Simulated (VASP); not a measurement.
Given:

```
PtGe2
1.0
    0.00000     4.07806     5.24450
    2.34108     0.00000     5.24450
    2.34108     4.07806     0.00000
Ge Pt
4 2
Direct
  0.66980   0.33020   0.66980
  0.33020   0.66980   0.33020
  0.58020   0.91980   0.58020
  0.91980   0.58020   0.91980
  0.00000   0.00000   0.00000
  0.25000   0.25000   0.25000
```

Method: PBEsol GGA, VASP's PBE PAW potentials (set 64) (plane waves; VASP 6.6.1). Numerical set-up: 400 eV cut-off, 9×9×9 Γ-centred mesh, tetrahedra with Blöchl corrections, potentials Ge_d Pt.

Unless said otherwise, spin-orbit coupling is left out, though it shifts the bands of the heavy elements here.

Problem. Estimate the energy per atom (σ→0), band gap (on the k-mesh) with the smallest direct gap where there is one.

Solution. 
- band gap (on the k-mesh) = none (metal, semimetal or under 0.01 eV)
- energy per atom (σ→0) = -5.644 eV/atom

Only differences to runs with the same potentials and settings are physical.

The structure was generated: Ge2Pt was put into the C54 type (Fddd), which need not be its known phase. It was relaxed first, which changed the volume by +17 %.
